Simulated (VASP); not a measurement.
Crystal: Si2W.

```
Si W
1.0
    -1.60690    1.60690    3.91495
     1.60690   -1.60690    3.91495
     1.60690    1.60690   -3.91495
Si W
2 1
Direct
  0.33470 0.33470 0.00000
  0.66530 0.66530 0.00000
  0.00000 0.00000 0.00000
```

| Property | Result |
| --- | --- |
| Program | VASP 6.6.1 |
| Task | relaxation of cell and atoms |
| Functional | PBE |
| Potentials or basis | VASP PAW PBE potentials, release 64 (Si, W_sv) |
| Cutoff | 520 eV |
| k mesh | 12 × 12 × 12 |
| Occupations | gaussian, width 0.1 eV |
| Spin | no spin polarisation |

At the start: pressure 3.4 GPa; volume 13.48 Å³/atom.

**Question.** How do energy, volume and symmetry change on relaxing?

**Answer.** Over 9 steps the energy falls by 2.1 meV/atom and the volume is 13.68 Å³/atom (+1.5 %); space group I4/mmm (No. 139, to 0.05 Å).

Step by step:
```tsv
step	energy change (eV)	largest force (eV/Å)	pressure (GPa)	volume (Å³)
1	0.0000	0.0802	3.38	40.44
2	0.0136	0.1004	-5.57	42.12
3	-0.0063	0.0121	-0.02	41.03
4	-0.0063	0.0134	0.04	41.02
5	-0.0063	0.0032	0.04	41.02
6	-0.0063	0.0047	0.04	41.02
7	-0.0063	0.0011	-0.06	41.04
8	-0.0063	0.0023	-0.01	41.03
9	-0.0063	0.0019	-0.01	41.03
```

Final structure:
```cif
data_structure
_symmetry_space_group_name_H-M 'P 1'
_symmetry_Int_Tables_number 1
_cell_length_a 4.5491
_cell_length_b 4.5491
_cell_length_c 4.5491
_cell_angle_alpha 138.421
_cell_angle_beta 138.421
_cell_angle_gamma 60.259
_cell_volume 41.03
loop_
_atom_site_label
_atom_site_type_symbol
_atom_site_fract_x
_atom_site_fract_y
_atom_site_fract_z
_atom_site_occupancy
Si1 Si 0.33445 0.33445 0.00000 1
Si2 Si 0.66555 0.66555 0.00000 1
W1 W 0.00000 0.00000 0.00000 1
```
